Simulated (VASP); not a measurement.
An input for Quantum ESPRESSO's pw.x (written as the equivalent of a VASP run, and not itself run):

```
&CONTROL
  calculation = 'vc-relax'
  pseudo_dir = './pseudo'
  outdir = './out'
  tprnfor = .true.
  tstress = .true.
  nstep = 60
  forc_conv_thr = 0.00078
/
&SYSTEM
  ibrav = 0
  nat = 4
  ntyp = 2
  ecutwfc = 98
  occupations = 'smearing'
  smearing = 'methfessel-paxton'
  degauss = 0.00735
  input_dft = 'vdw-df2'
/
&ELECTRONS
  conv_thr = 7.3e-08
  electron_maxstep = 100
/
&IONS
/
&CELL
/
ATOMIC_SPECIES
  Si 28.085 Si.upf
  Ni 58.693 Ni.upf
CELL_PARAMETERS angstrom
     3.4628876    0.0000000   -0.0000000
    -0.0000000    3.4628876   -0.0000000
     0.0000000    0.0000000    3.4628876
ATOMIC_POSITIONS crystal
  Si   0.0000000  0.0000000  0.0000000
  Ni   0.0000000  0.5000000  0.5000000
  Ni   0.5000000  0.0000000  0.5000000
  Ni   0.5000000  0.5000000  0.0000000
K_POINTS automatic
  8 8 8 0 0 0
```

Question: Write the VASP files for the same calculation (vdW-DF2).

Answer: Several could match; the one computed here: 
File POSCAR:
```
Ni3Si
1
    3.4628876297     0.0000000000    -0.0000000000
   -0.0000000000     3.4628876297    -0.0000000000
    0.0000000000     0.0000000000     3.4628876297
Si Ni
1 3
Direct
  0.0000000000   0.0000000000   0.0000000000
  0.0000000000   0.5000000000   0.5000000000
  0.5000000000   0.0000000000   0.5000000000
  0.5000000000   0.5000000000   0.0000000000
```

### INCAR
```
SYSTEM = Ni3Si
PREC = Accurate; ENCUT = 520; LREAL = F
LASPH = T
EDIFF = 1E-6; NELM = 100; ALGO = Normal
LMAXMIX = 4
ISMEAR = 1; SIGMA = 0.1
GGA = ML; LUSE_VDW = T; AGGAC = 0.0
ZAB_VDW = -1.8867
IBRION = 2; NSW = 60; ISIF = 3
EDIFFG = -0.02
LWAVE = F; LCHARG = F
```

KPOINTS:
```
Automatic
0
gamma
 8 8 8
0 0 0
```

POTCAR, in this order: Si Ni (PBE.64 set). Program: vasp_std.

What does not carry over: the potentials are each code's own (VASP's PAW set, PseudoDojo norm-conserving files in pw.x), so ENCUT and ecutwfc are chosen apart and not converted; conv_thr bounds pw.x's estimated SCF error, while EDIFF bounds the energy change between steps; forc_conv_thr acts on force components and is met together with etot_conv_thr.

The compound is Ni3Si in the L1_2 structure. This run relaxes it. Symmetry was kept, so distortions that lower it aren't found. The start is the result of an earlier pass.
